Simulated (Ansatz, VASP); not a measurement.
# CdF2: VASP beside Ansatz

One calculation is typed for both programs; each brings its own data sets. How far apart do they land? The cell is taken from a series of VASP runs on this material, whose earlier steps may have relaxed, scaled or displaced it; both programs get it as it stands. Valence electrons are named where the data sets of a main pair hold unlike numbers.

Method: plane waves, with VASP 6.6.1 beside it; single point at RPBE and band structure at RPBE, in Ansatz 0.2.0.

**1. Set-up**

Symmetry: Fm-3m, No. 225, cubic system. Conventional cell: a = 5.584 Å, b = 5.584 Å, c = 5.584 Å, α = 90.00°, β = 90.00°, γ = 90.00°. Nearest to Cd lie 8 F at 2.42 Å. F has 4 Cd at 2.42 Å nearest. Farther neighbours and most contacts between anions are not listed.

Coordinates:

```
Cd F
1.0
     0.00000    2.79207    2.79207
     2.79207    0.00000    2.79207
     2.79207    2.79207    0.00000
Cd F
1 2
Direct
  0.00000 0.00000 0.00000
  0.75000 0.75000 0.75000
  0.25000 0.25000 0.25000
```

**2. VASP: single point, RPBE**

A single point gives forces, pressure and levels at one fixed geometry, so differences don't come from the geometry; what else differs is listed under the comparison.

Lines of VASP's logs that name or quote its potential files are left out, and so is its time.

Input file INCAR:

```
SYSTEM = CdF2
PREC = Accurate
ENCUT = 520
EDIFF = 1E-06
NELM = 100
ISMEAR = -1
SIGMA = 0.05
LREAL = .FALSE.
ALGO = Normal
GGA = RP
LORBIT = 11
LWAVE = .FALSE.
LCHARG = .TRUE.
ISIF = 2
LELF = .TRUE.
LVHAR = .TRUE.
```

Input file POSCAR:

```
CdF2
1.0
    0.0000000000      2.7920697049      2.7920697049
    2.7920697049      0.0000000000      2.7920697049
    2.7920697049      2.7920697049      0.0000000000
Cd F
1 2
Direct
    0.0000000000      0.0000000000      0.0000000000
    0.7500000000      0.7500000000      0.7500000000
    0.2500000000      0.2500000000      0.2500000000
```

Input file KPOINTS:

```
Automatic mesh
0
Gamma
8 8 8
0 0 0
```

Potentials, in the order of the species: Cd and F (PBE family, release 64).

Launch:

```sh
> mpirun -np 1 vasp_std
```

Numbers of over 12 decimals in the logs are rounded to 6 here.

The program printed:

```text
[banner, memory and clock lines left out]
running    1 mpi-ranks, on    1 nodes
 distrk:  each k-point on    1 cores,    1 groups
 distr:  one band on    1 cores,    1 groups

 POSCAR found type information on POSCAR CdF
 POSCAR found :  2 types and       3 ions
|                                                                             |
|               ----> ADVICE to this user running VASP <----                  |
|                                                                             |
|     You enforced a specific xc type in the INCAR file but a different       |
|     [... a line on the potential file left out ...]
|     I HOPE YOU KNOW WHAT YOU ARE DOING!                                     |
|                                                                             |

 LDA part: xc-table for (Slater+PW92), standard interpolation
 POSCAR, INCAR and KPOINTS ok, starting setup
 FFT: planning ... GRIDC
 FFT: planning ... GRID_SOFT
 FFT: planning ... GRID
 WAVECAR not read
 entering main loop
       N       E                     dE             d eps       ncg     rms          rms(c)
DAV:   1     0.201856056001E+03    0.20186E+03   -0.15770E+04  1010   0.153E+03
DAV:   2    -0.324738889489E+01   -0.20510E+03   -0.20063E+03  1184   0.380E+02
DAV:   3    -0.119203657456E+02   -0.86730E+01   -0.86551E+01  1054   0.872E+01
DAV:   4    -0.119635397427E+02   -0.43174E-01   -0.43170E-01  1156   0.624E+00
DAV:   5    -0.119637069752E+02   -0.16723E-03   -0.16723E-03  1069   0.328E-01    0.951E+00
DAV:   6    -0.997559158548E+01    0.19881E+01   -0.59037E+00  1237   0.489E+01    0.643E+00
DAV:   7    -0.100455450012E+02   -0.69953E-01   -0.11357E+00   987   0.109E+01    0.362E+00
DAV:   8    -0.100483834406E+02   -0.28384E-02   -0.21157E-01  1055   0.447E+00    0.833E-01
DAV:   9    -0.100383982411E+02    0.99852E-02   -0.55375E-02  1084   0.261E+00    0.116E-01
DAV:  10    -0.100393297989E+02   -0.93156E-03   -0.41762E-03  1011   0.920E-01    0.176E-01
DAV:  11    -0.100395287580E+02   -0.19896E-03   -0.44827E-04  1070   0.218E-01    0.737E-02
DAV:  12    -0.100395932110E+02   -0.64453E-04   -0.18268E-04  1003   0.128E-01    0.244E-02
DAV:  13    -0.100395964493E+02   -0.32382E-05   -0.22980E-05  1085   0.435E-02    0.101E-02
DAV:  14    -0.100395957634E+02    0.68592E-06   -0.39287E-06   903   0.249E-02
   1 F= -.10039596E+02 E0= -.10039596E+02  d E =-.476530E-10
```

Parts of OUTCAR (step 2):

```text
ion  position               nearest neighbor table
   1  0.000  0.000  0.000-   2 2.42   3 2.42   2 2.42   2 2.42   2 2.42   3 2.42   3 2.42   3 2.42

  LATTYP: Found a face centered cubic cell.
 ALAT       =     5.5841394098

 Subroutine GETGRP returns: Found 48 space group operations
 (whereof 48 operations were pure point group operations)

The static configuration has the point symmetry O_h .

 Found     29 irreducible k-points:

   k-points           NKPTS =     29   k-points in BZ     NKDIM =     29   number of bands    NBANDS=     17

   dimension x,y,z NGX =    30 NGY =   30 NGZ =   30
   dimension x,y,z NGXF=    60 NGYF=   60 NGZF=   60

   ENCUT  =  520.0 eV  38.22 Ry    6.18 a.u.   7.34  7.34  7.34*2*pi/ulx,y,z

   NELECT =      26.0000    total number of electrons

 k-points in reciprocal lattice and weights: Automatic mesh
   0.00000000  0.00000000  0.00000000       0.002
   0.12500000  0.00000000  0.00000000       0.016
   0.25000000  0.00000000  0.00000000       0.016
   0.37500000  0.00000000  0.00000000       0.016
   0.50000000  0.00000000  0.00000000       0.008
   0.12500000  0.12500000  0.00000000       0.012
   0.25000000  0.12500000  0.00000000       0.047
   0.37500000  0.12500000  0.00000000       0.047
   0.50000000  0.12500000  0.00000000       0.047
[...]
-0.37500000  0.50000000  0.12500000       0.023
  -0.25000000  0.50000000  0.25000000       0.012

 average (electrostatic) potential at core
       1 -39.9329       2 -78.2888       3 -78.2888

 E-fermi :  -0.7497

 k-point     1 :       0.0000    0.0000    0.0000
  band No.  band energies     occupation
    ...
      9      -2.5661      2.00000
     10      -2.5661      2.00000
     11      -2.4618      2.00000
     12      -2.4618      2.00000
     13      -2.4618      2.00000
     14       1.0399      0.00000
     15      10.5382      0.00000
     16      10.5382      0.00000
     17      10.5382      0.00000

 k-point     2 :       0.1250    0.0000    0.0000
  band No.  band energies     occupation
    ...
      9      -2.7080      2.00000
     10      -2.7080      2.00000
     11      -2.4821      2.00000
     12      -2.3953      2.00000
     13      -2.3953      2.00000
     14       1.5640      0.00000
     15       9.8609      0.00000
     16      10.7212      0.00000
     17      10.7212      0.00000

 k-point     3 :       0.2500    0.0000    0.0000
  band No.  band energies     occupation
    ...
      9      -2.9557      2.00000
     10      -2.9557      2.00000
     11      -2.8703      2.00000
     12      -2.3389      2.00000
     13      -2.3389      2.00000
     14       2.7348      0.00000
     15       8.7257      0.00000
     16      11.1856      0.00000
     17      11.1856      0.00000

  Total       -0.0072164     -0.0072164     -0.0072164      0.0000000      0.0000000     -0.0000000
  in kB       -0.2655967     -0.2655967     -0.2655967      0.0000000      0.0000000     -0.0000000
  external PRESSURE =      -0.2655967 kB  Pullay stress =       0.0000000 kB

  energy-cutoff  :      520.00
  volume of cell :       43.53
      direct lattice vectors                 reciprocal lattice vectors
     0.000000000  2.792069705  2.792069705    -0.179078624  0.179078624  0.179078624
     2.792069705  0.000000000  2.792069705     0.179078624 -0.179078624  0.179078624
     2.792069705  2.792069705  0.000000000     0.179078624  0.179078624 -0.179078624

 POSITION                                       TOTAL-FORCE (eV/Angst)
 -----------------------------------------------------------------------------------
      0.00000      0.00000      0.00000        -0.000000      0.000000     -0.000000
      4.18810      4.18810      4.18810        -0.000000     -0.000000     -0.000000
      1.39603      1.39603      1.39603         0.000000      0.000000      0.000000
 -----------------------------------------------------------------------------------
    total drift:                                0.000000     -0.000000      0.000000

  FREE ENERGIE OF THE ION-ELECTRON SYSTEM (eV)
  ---------------------------------------------------
  free  energy   TOTEN  =       -10.0395957634 eV

  energy  without entropy=      -10.0395957633  energy(sigma->0) =      -10.03959576

 total charge
# of ion       s       p       d       tot
------------------------------------------
    1        0.210   0.155   9.678  10.044
    2        1.742   4.335   0.000   6.077
    3        1.742   4.335   0.000   6.077
--------------------------------------------------
tot          3.695   8.824   9.678  22.198

[... 3 further parts left out ...]
```

The gap is read on the k-mesh alone, so it is an upper bound where the band edges lie off the mesh. The PAW data sets were made with PBE, which is usual practice but a small mismatch for other functionals.

**3. Ansatz: single point, RPBE**

Ansatz runs on its default PAW (the set named soft_2) files.

The same cell, functional, mesh and smearing now go to Ansatz, which takes its cutoff from its data sets.

Input file input.yaml:

```yaml
crystal:
  lattice:
    - [0.0, 2.7920697049, 2.7920697049]
    - [2.7920697049, 0.0, 2.7920697049]
    - [2.7920697049, 2.7920697049, 0.0]
  atoms:
    - { symbol: Cd, position: [0.0, 0.0, 0.0] }
    - { symbol: F, position: [0.75, 0.75, 0.75] }
    - { symbol: F, position: [0.25, 0.25, 0.25] }
hamiltonian:
  xc: rpbe
  pseudopotentials: { kind: paw }
kpoints:
  mp_grid: { grid: [8, 8, 8] }
scf:
  occupations: { method: fermi_dirac, width: 0.05 }
  n_extra_bands: 4
output:
  forces: true
  stress: true
  eigenvalues: true
```

Launch:

```sh
> ansatz run input.yaml --threads 2 --pin off --max-ram 4608MiB --backend cpu --events-out ev --progress --plain --runs-dir out
```

The program printed:

```text
scf.n_extra_bands = 4 over 17 filled bands (N_el = 34.0): the run solves 21 bands
Engine: ansatz 0.2.0, x86_64-unknown-linux-gnu
Pseudopotentials: kind: paw
Pseudopotential: Cd, paw, valence charge 20, recommended cutoff 420 eV (normal), Cd.paw.azcp
Pseudopotential: F, paw, valence charge 7, recommended cutoff 420 eV (normal), F.paw.azcp
Functional definition: RPBE
  parameter kappa = 0.804
  parameter beta = 0.066725
  exchange = rpbe_x(kappa = kappa, mu = beta*pi^2/3)
  correlation = pbe_c(beta = beta)
Crystal: 3 atoms, lattice volume = 43.532 Å³
Basis set: ecut = 420 eV, 869 PW (Γ), exchange–correlation on 54×54×54 points (8 copies of the dense FFT grid, shifted against one another)
Bands: 21, of which v1, the nominal top of the filled ones, is band 17 counted from 1 (16 counted from 0)
Symmetry: 48 space group operations
Space group: Fm-3m (ITA 225), of the structure as read, at distance tolerance 3.5e-5 Å
k-points: 29 of 512
Non-local potential: Cd, projectors of the file, l = 0: 3, l = 1: 2, l = 2: 2, l = 3: 1
Non-local potential: F, projectors of the file, l = 0: 2, l = 1: 2, l = 2: 1
PAW form: soft (Blöchl's): semilocal exchange-correlation on the pseudo side does not see the compensation charge
PAW frozen core: Cd, regenerated for the run's functional, and the local potential with it (the file was generated under x = pbe(κ = 0.804, μ = 0.219515), c = pbe(β = 0.066725))
PAW frozen core: F, regenerated for the run's functional, and the local potential with it (the file was generated under x = pbe(κ = 0.804, μ = 0.219515), c = pbe(β = 0.066725))
PAW one-centre angular grid: Cd, 590 points (default); XC on 64 Gauss nodes
PAW one-centre angular grid: F, 110 points (default); XC on 64 Gauss nodes
Initial density: superposition of atomic densities (neutral atoms: chi_scale 0, normalization atom), corrected by the library's trained network
Initial wavefunctions: pseudopotential atomic-orbital guess
Functional: x = rpbe, c = pbe(β = 0.066725)
SCF iter   1: F=—  HF=-9884.552427 eV  |F-HF|=—  |Δ(HF+E_count)|=         —  Δρ=6.67e-3  dr2=1.64e-2  ethr=1.77e-3  ⟨swp⟩=5.9  Hψ=2512  notcnv=0
preconditioner: auto → none  [insulator: Δε(μ)=2.986 eV  Ē_g=16.028 eV  σ=0.050 eV  W_gap=1.00  n_scr=14 (ndim 8)  ℏωp=28.7 eV  f_vac=0.160  D(μ)=0.00/eV (n_scr^D=0)  ε∞_Penn≈4.2]
SCF iter   2: F=—  HF=-9884.550059 eV  |F-HF|=—  |Δ(HF+E_count)|=   2.37e-3  Δρ=3.98e-3  dr2=2.69e-3  ethr=4.83e-5  ⟨swp⟩=2.1  Hψ=1331  notcnv=0
SCF iter   3: F=—  HF=-9884.549423 eV  |F-HF|=—  |Δ(HF+E_count)|=   6.36e-4  Δρ=9.98e-4  dr2=2.79e-4  ethr=7.92e-6  ⟨swp⟩=2.0  Hψ=1036  notcnv=0
SCF iter   4: F=—  HF=-9884.549469 eV  |F-HF|=—  |Δ(HF+E_count)|=   4.59e-5  Δρ=4.24e-4  dr2=3.60e-5  ethr=8.21e-7  ⟨swp⟩=2.5  Hψ=934  notcnv=0
SCF iter   5: F=—  HF=-9884.549698 eV  |F-HF|=—  |Δ(HF+E_count)|=   2.28e-4  Δρ=2.95e-5  dr2=3.00e-7  ethr=1.06e-7  ⟨swp⟩=2.2  Hψ=886  notcnv=0
SCF iter   6: F=-9884.549698 eV  HF=-9884.549698 eV  |F-HF|=1.07e-8  |Δ(HF+E_count)|=   5.01e-7  Δρ=4.81e-6  dr2=4.87e-9  ethr=2.94e-10  ⟨swp⟩=5.0  Hψ=2518  notcnv=0
SCF 1 converged in 6 iterations: F = -9884.549698 eV  dr2 = 4.87e-9
  greatest PAW one-centre occupation: 1.001 electrons in one spin orbital (limit 2), on the Cd atom at site 0 (counted from 0), in its partial waves of l = 1
SCF converged after 6 iterations
Free energy (F): -9884.549698 eV
Harris-Foulkes:  -9884.549698 eV  (|F-HF|=1.07e-8)
Internal energy: -9884.549698 eV  (E = F + TS)
E sigma→0 (E₀):  -9884.549698 eV
Fermi energy:    6.667867 eV
--- Per-component energies (eV) ---
  E_band       = -525.170870
  E_kinetic    = 917.229146
  E_local      = -4450.988233  (includes V_loc(G=0)·N_el)
  E_nonlocal   = 180.833363
  E_hartree    = 1964.148437
  E_xc         = -336.071288
  E_vxc        = -424.172119  (∫ρ·V_xc dr)
  E_paw        = -4498.947657  (= ΣΔE_a)
  E_vpaw       = -676.371895  (= ΣTr[D̂ρ^β])
  E_aug_tail   = 0.004119  (compensation charges beyond the density's cutoff)
  E_ewald      = -3660.599788
  E_core_change = -0.157798  (= ΣΔE_core)
  E_smearing   = -0.000000  (= −TS)
  E_closure    = 0.000000  (closes the sum)
  Σ components = -9884.549698   (vs F -9884.549698, Δ=0.00e0)
--- Forces (eV/Å), atoms counted from 1 ---
  atom   1  Cd    -0.00000000    -0.00000000    -0.00000000
  atom   2  F     -0.00000000     0.00000000    -0.00000000
  atom   3  F     -0.00000000     0.00000000     0.00000000
  max |Σ_I F_I| component: 1.04e-17 eV/Å
--- Stress (GPa, compression-positive) ---
       -0.411230      -0.000000      -0.000000
        0.000000      -0.411230       0.000000
        0.000000      -0.000000      -0.411230
  P = ⅓ Tr σ = -0.4112 GPa (-4.112 kbar)
--- Band table (eV; the first three rows and the last of 29) ---
  k-point 0: bands = [... 13 lower, 4.3991, 4.5077, 4.5077, 4.5077, 8.0374, 17.5093, 17.5093, 17.5093]
  k-point 1: bands = [... 13 lower, 4.2590, 4.4866, 4.5727, 4.5727, 8.5586, 16.8340, 17.6931, 17.6931]
  k-point 2: bands = [... 13 lower, 4.0123, 4.0993, 4.6297, 4.6297, 9.7262, 15.7001, 18.1594, 18.1594]
  k-point 28: bands = [... 13 lower, 3.8392, 3.8392, 4.7217, 5.1236, 12.4480, 16.2689, 16.2689, 16.6222]
```

Run time: 0.59 s. Hardware: 2 threads of Intel Xeon 6975P-C (Granite Rapids), shared host; peak memory 0.35 GiB; 0.99 s of CPU time.

The run ends at a pressure of -0.41 GPa.

**4. Comparison**

Known differences besides the potentials themselves: the data sets hold 34 valence electrons in Ansatz (on its default PAW (the set named soft_2) files) and 26 in VASP; the cutoff is 420 eV in Ansatz and 520 eV in VASP; Ansatz makes its cores anew for this functional, VASP keeps those of its PBE data sets; VASP leaves aspherical gradient terms in its spheres out (LASPH is not set), Ansatz keeps them. Total energies have different zeros and are not compared.

The two programs side by side:

```csv
quantity,Ansatz,VASP,difference
pressure (GPa),-0.41,-0.03,-0.38
pressure without Ansatz's Pulay correction (GPa),-0.93,-0.03,-0.90
gap on the k mesh (eV),2.914,2.886,+0.028
```

A gap on the mesh is an upper bound, since the band edges may lie between its points. Ansatz's pressure holds a Pulay correction of 0.52 GPa; VASP's holds none.

(Continued in part 2 of 2.)

[Lines on the potential files, build, host, timing and source positions are cut from VASP's logs without a mark.]

[Logs are printed without paths, hosts, clocks, repeated set-up lines and the standing remarks that a program may print on its own settings, such as how far it seeks lower states.]

[Hosts, paths, dates, database ids (printed as entryN), source tags and the programs' standing remarks are cut or masked in the printed files.]
